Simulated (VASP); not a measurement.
SnSe:

```xyz
8
Lattice="11.4200 0.0000 0.0000 0.0000 4.1900 0.0000 0.0000 0.0000 4.4600" Properties=species:S:1:pos:R:3 pbc="T T T"
Sn    1.4047    1.0475    0.4059
Sn    4.3053    3.1425    2.6359
Sn    7.1147    1.0475    1.8241
Sn   10.0153    3.1425    4.0541
Se    4.0769    1.0475    0.0714
Se    1.6331    3.1425    2.3014
Se    9.7869    1.0475    2.1586
Se    7.3431    3.1425    4.3886
```

- Program: VASP 6.6.1
- Task: relaxation of cell and atoms
- Functional: PBE
- Potentials or basis: VASP PAW PBE potentials, release 64 (Sn, Se)
- Cutoff: 300 eV
- k mesh: 2 × 4 × 4
- Occupations: gaussian, width 0.03 eV
- Spin: no spin polarisation

At the start: pressure 2.3 GPa; volume 26.68 Å³/atom.

Q: How do energy, volume and symmetry change on relaxing?

A: Over 13 steps the energy falls by 13.7 meV/atom and the volume is 28.15 Å³/atom (+5.5 %); space group Pnma (No. 62, to 0.05 Å).

Step by step:
```
step  energy change (eV)  largest force (eV/Å)  pressure (GPa)  volume (Å³)
   1              0.0000                0.2981            2.30       213.41
   2             -0.0775                0.2254           -0.95       225.40
   3             -0.0928                0.1067           -0.08       221.70
   4             -0.0989                0.0852            0.05       221.58
   5             -0.1018                0.0864            0.23       221.42
   6             -0.1059                0.0624            0.06       222.80
   7             -0.1075                0.0370           -0.11       224.31
   8             -0.1086                0.0198            0.07       224.05
   9             -0.1086                0.0211            0.09       224.02
  10             -0.1095                0.0201            0.05       224.57
  11             -0.1097                0.0199            0.01       225.06
  12             -0.1097                0.0200            0.02       224.94
  13             -0.1098                0.0083           -0.03       225.22
```

Final structure:
```
CELL_PARAMETERS angstrom
11.91548 0.00000 0.00000
0.00000 4.24342 0.00000
0.00000 0.00000 4.45427
ATOMIC_POSITIONS crystal
Sn 0.12427 0.25000 0.09469
Sn 0.37573 0.75000 0.59469
Sn 0.62427 0.25000 0.40531
Sn 0.87573 0.75000 0.90531
Se 0.35475 0.25000 0.01563
Se 0.14525 0.75000 0.51563
Se 0.85475 0.25000 0.48437
Se 0.64525 0.75000 0.98437
```

Caveat: this functional lacks dispersion, which binds the layers, so the pressure and a relaxed spacing across them are unreliable.
